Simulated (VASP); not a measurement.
# Vibrations of MgO at several levels of theory, part 3 of 3

Aim: the vibrations of MgO at the zone centre, at several levels of theory. The starting structure is a measured crystal structure from the Crystallography Open Database.

VASP 6.6.1.

Results so far: LDA T1u 423.5 cm⁻¹; LDA at the measured cell T1u 379.4 cm⁻¹; PBEsol T1u 393.1 cm⁻¹; PBE T1u 372.5 cm⁻¹; PBEsol + D3(BJ) T1u 418.7 cm⁻¹; r2SCAN T1u 407.6 cm⁻¹.

## 8. Modes with r2SCAN + rVV10

Level of this step: r2SCAN with rVV10; plane waves and PAW (Mg, O) (VASP).

rVV10 adds a nonlocal correlation energy for dispersion. The cell comes from a relaxation at this level, not shown (18.34 Å³).

INCAR reads:

```
SYSTEM = MgO
PREC = Accurate
ENCUT = 520
EDIFF = 1E-08
NELM = 100
ISMEAR = 0
SIGMA = 0.03
LREAL = .FALSE.
ALGO = Normal
METAGGA = R2SCAN
LUSE_VDW = .TRUE.
IVDW_NL = 2
BPARAM = 11.95
CPARAM = 0.0093
LASPH = .TRUE.
NBANDS = 10
LORBIT = 11
LWAVE = .FALSE.
LCHARG = .FALSE.
KPAR = 4
IBRION = 6
NFREE = 2
POTIM = 0.015
NSW = 1
ISIF = 2
```

POSCAR reads:

```
MgO
1.0
    0.0000000000      2.0932849160      2.0932849160
    2.0932849160      0.0000000000      2.0932849160
    2.0932849160      2.0932849160      0.0000000000
Mg O
1 1
Direct
    0.0000000000      0.0000000000      0.0000000000
    0.5000000000      0.5000000000      0.5000000000
```

KPOINTS reads:

```
Automatic mesh
0
Gamma
12 12 12
0 0 0
```

PAW data sets: Mg and O (PBE family, release 64).

Started as:

```bash
> mpirun -np 4 vasp_std
```

Log:

```text
[banner, memory and clock lines left out]
running    4 mpi-ranks, on    1 nodes
[...]
|                                                                             |
|               ----> ADVICE to this user running VASP <----                  |
|                                                                             |
|     You have switched on vdW-DFT.                                           |
|     This routine was written and supplied by Jiri Klimes. We recommend      |
|     that you carefully read and cite the following publications:            |
|       J. Klimes, D.R. Bowler, A. Michelides                                 |
|          J. Phys.: Cond Matt. 22 022201 (2010)                              |
|       J. Klimes, D.R. Bowler, A. Michelides                                 |
|          Phys. Rev. B. 83, 195131 (2011)                                    |
|     and references therein.                                                 |
|                                                                             |

[...]
DAV:  16    -0.158899585573E+02    0.20627E-07   -0.87383E-11   768   0.893E-05    0.663E-06
Total rVV10 correction in eV:      0.2706279    11.2783760
Total rVV10 correction in eV:      0.2706279    11.2783760
Total rVV10 correction in eV:      0.2706279    11.2783760
Total rVV10 correction in eV:      0.2706279    11.2783760
DAV:  17    -0.158899585536E+02    0.37168E-08   -0.32825E-12   756   0.134E-05
Total rVV10 correction in eV:      0.2706279    11.2783760
Total rVV10 correction in eV:      0.2706279    11.2783760
Total rVV10 correction in eV:      0.2706279    11.2783760
Total rVV10 correction in eV:      0.2706279    11.2783760
Total rVV10 correction in eV:      0.2706279    11.2783760
Total rVV10 correction in eV:      0.2706279    11.2783760
Total rVV10 correction in eV:      0.2706279    11.2783760
Total rVV10 correction in eV:      0.2706279    11.2783760
   1 F= -.15889959E+02 E0= -.15889959E+02  d E =-.260550E-18
[... from here on, the cycles between the ionic steps are left out ...]
   2 F= -.15889318E+02 E0= -.15889318E+02  d E =-.140025E-18
   3 F= -.15889318E+02 E0= -.15889318E+02  d E =-.140000E-18
   4 F= -.15889283E+02 E0= -.15889283E+02  d E =-.145642E-18
   5 F= -.15889283E+02 E0= -.15889283E+02  d E =-.145366E-18
 Finite differences progress:
  Degree of freedom:   2/  2
  Displacement:        2/  2
  Total:               4/  4
```

Run time: 2.6 min. Hardware: 4 MPI ranks of Intel Xeon Platinum 8375C at 2.90GHz (Ice Lake), shared host; peak memory 1 GiB.

OUTCAR, selected parts (step 8):

```text
  Total        0.0107985      0.0007380      0.0007380      0.0000000     -0.0000000      0.0000000
  in kB        0.9431047      0.0644509      0.0644509      0.0000000     -0.0000000      0.0000000
  external PRESSURE =       0.3573355 kB  Pullay stress =       0.0000000 kB

 POSITION                                       TOTAL-FORCE (eV/Angst)
 -----------------------------------------------------------------------------------
      0.00000      0.00000      0.00000        -0.092425      0.000000      0.000000
      2.07828      2.09328      2.09328         0.092425      0.000000      0.000000
 -----------------------------------------------------------------------------------
    total drift:                               -0.004308     -0.000001     -0.000001

  FREE ENERGIE OF THE ION-ELECTRON SYSTEM (eV)
  ---------------------------------------------------
  free  energy   TOTEN  =       -15.8892831241 eV

  energy  without entropy=      -15.8892831241  energy(sigma->0) =      -15.88928312

[... 1 part as in an earlier step ...]

[... 2 further parts left out ...]
[key lines of the parts left out:]
E-fermi :   3.0719
```

With r2SCAN + rVV10 the mode is T1u 414.7 cm⁻¹, -8.8 cm⁻¹ from LDA.

## 9. Modes with HSE06

HSE06 mixes in a quarter of exact exchange at short range, at far higher cost; in semiconductors this cures much of the gap error, while metals seldom gain. This run uses an 8×8×8 mesh. The cell comes from a relaxation at this level, not shown (18.51 Å³). Its starting orbitals come from a semilocal run on the same mesh, not shown.

Edit INCAR of step 8 so:

```diff
@@ -9,9 +9,9 @@
 ALGO = Normal
-METAGGA = R2SCAN
-LUSE_VDW = .TRUE.
-IVDW_NL = 2
-BPARAM = 11.95
-CPARAM = 0.0093
+LHFCALC = .TRUE.
+AEXX = 0.25
+GGA = PE
+HFSCREEN = 0.2
 LASPH = .TRUE.
 NBANDS = 10
+PRECFOCK = Fast
 LORBIT = 11
```

POSCAR reads:

```
MgO
1.0
    0.0000000000      2.0994326181      2.0994326181
    2.0994326181      0.0000000000      2.0994326181
    2.0994326181      2.0994326181      0.0000000000
Mg O
1 1
Direct
    0.0000000000      0.0000000000      0.0000000000
    0.5000000000      0.5000000000      0.5000000000
```

KPOINTS reads:

```
Automatic mesh
0
Gamma
8 8 8
0 0 0
```

Started as:

```bash
> mpirun -np 4 vasp_std
```

Log:

```text
[banner, memory and clock lines left out]
running    4 mpi-ranks, on    1 nodes
[...]
LDA part: xc-table for (Slater+PW92), standard interpolation
 found WAVECAR, reading the header
 POSCAR, INCAR and KPOINTS ok, starting setup
[...]
reading WAVECAR
 the WAVECAR file was read successfully
 initial charge from wavefunction
 entering main loop
       N       E                     dE             d eps       ncg     rms          rms(c)
DAV:   1    -0.142402473770E+02   -0.14240E+02   -0.57345E-01   580   0.435E+00    0.607E-01
DAV:   2    -0.142323187494E+02    0.79286E-02   -0.22602E-02   618   0.129E+00    0.255E-01
DAV:   3    -0.142317979050E+02    0.52084E-03   -0.94629E-03   600   0.595E-01    0.185E-01
DAV:   4    -0.142317299394E+02    0.67966E-04   -0.11825E-04   620   0.963E-02    0.115E-01
[...]
DAV:  12    -0.142315914888E+02    0.17847E-07   -0.23479E-08   596   0.179E-03    0.147E-03
DAV:  13    -0.142315915107E+02   -0.21898E-07   -0.89931E-09   430   0.110E-03    0.902E-04
DAV:  14    -0.142315915197E+02   -0.89460E-08   -0.36777E-09   314   0.737E-04
   1 F= -.14231592E+02 E0= -.14231592E+02  d E =-.955452E-12
[... from here on, the cycles between the ionic steps are left out ...]
   2 F= -.14230954E+02 E0= -.14230954E+02  d E =-.601653E-12
   3 F= -.14230954E+02 E0= -.14230954E+02  d E =-.597848E-12
   4 F= -.14230953E+02 E0= -.14230953E+02  d E =-.599673E-12
   5 F= -.14230953E+02 E0= -.14230953E+02  d E =-.594848E-12
 Finite differences progress:
  Degree of freedom:   2/  2
  Displacement:        2/  2
  Total:               4/  4
```

Run time: 38 min. Hardware: 4 MPI ranks; peak memory 1.1 GiB.

Parts of OUTCAR (step 9):

```text
  Total        0.0099893      0.0001158      0.0001158     -0.0000000      0.0000000      0.0000000
  in kB        0.8647853      0.0100218      0.0100218     -0.0000000      0.0000000      0.0000000
  external PRESSURE =       0.2949430 kB  Pullay stress =       0.0000000 kB

 POSITION                                       TOTAL-FORCE (eV/Angst)
 -----------------------------------------------------------------------------------
      0.00000      0.00000      0.00000        -0.084822      0.000000      0.000000
      2.08443      2.09943      2.09943         0.084822      0.000000      0.000000
 -----------------------------------------------------------------------------------
    total drift:                               -0.000204      0.000047     -0.000058

  FREE ENERGIE OF THE ION-ELECTRON SYSTEM (eV)
  ---------------------------------------------------
  free  energy   TOTEN  =       -14.2309525241 eV

  energy  without entropy=      -14.2309525241  energy(sigma->0) =      -14.23095252

[... 3 further parts left out ...]
[key lines of the parts left out:]
E-fermi :   2.1252
```

With HSE06 the mode is T1u 399.3 cm⁻¹, -24.2 cm⁻¹ from LDA.

## 10. Comparison

| run | T1u | method | core minutes |
| --- | --- | --- | --- |
| LDA | 423.5 | perturbation theory | 2.13 |
| LDA at the measured cell | 379.4 | perturbation theory | 2.07 |
| PBEsol | 393.1 | perturbation theory | 2.53 |
| PBE | 372.5 | perturbation theory | 2.47 |
| PBEsol + D3(BJ) | 418.7 | finite displacements | 1.08 |
| r2SCAN | 407.6 | finite displacements | 4.4 |
| r2SCAN + rVV10 | 414.7 | finite displacements | 10.3 |
| HSE06 | 399.3 | finite displacements | 153.0 |

Modes are in cm⁻¹, degenerate ones as one, matched between runs by symmetry and order. A number in brackets counts the listed modes of one symmetry from the lowest. The symmetry labels come from an automatic analysis and can be wrong where levels nearly coincide. Core minutes are wall time times ranks of the run shown, on a shared host.

## 11. Results

- T1u, LDA: 423.5 cm⁻¹
- T1u, LDA at the measured cell: 379.4 cm⁻¹
- T1u, PBEsol: 393.1 cm⁻¹
- T1u, PBE: 372.5 cm⁻¹
- T1u, PBEsol + D3(BJ): 418.7 cm⁻¹
- T1u, r2SCAN: 407.6 cm⁻¹
- T1u, r2SCAN + rVV10: 414.7 cm⁻¹
- T1u, HSE06: 399.3 cm⁻¹

In words: On the cells relaxed at each level, the T1u mode of MgO lies between 373 cm⁻¹ (PBE) and 423 cm⁻¹ (LDA). Taking the measured cell, +4.7 % in volume, instead of the one relaxed with LDA moves T1u by -44.1 cm⁻¹. Some levels use perturbation theory and the others finite displacements, so their times can't be compared. LASPH is on in some of these runs and off in others, which adds a little to the differences. The dielectric constants and Born charges in the logs aren't compared here; at a small gap they can be far off, and in a run without a gap they mean nothing. The translations, which should lie at zero, come out at up to 2.4 cm⁻¹ with r2SCAN and 2.4 cm⁻¹ with r2SCAN + rVV10; the modes of such a run are uncertain by as much or more. HSE06 ran on a coarser mesh (8×8×8), which moves cell and modes too. The frequencies are harmonic, and the splitting of polar modes by their long-range field is left out. Further runs on this material are not shown.

[Lines on the potential files, build, host, timing and source positions are cut from VASP's logs without a mark.]

[Logs are printed without paths, hosts, clocks, repeated set-up lines and the standing remarks that a program may print on its own settings, such as how far it seeks lower states.]

[Hosts, paths, dates, database ids (printed as entryN), source tags and the programs' standing remarks are cut or masked in the printed files.]
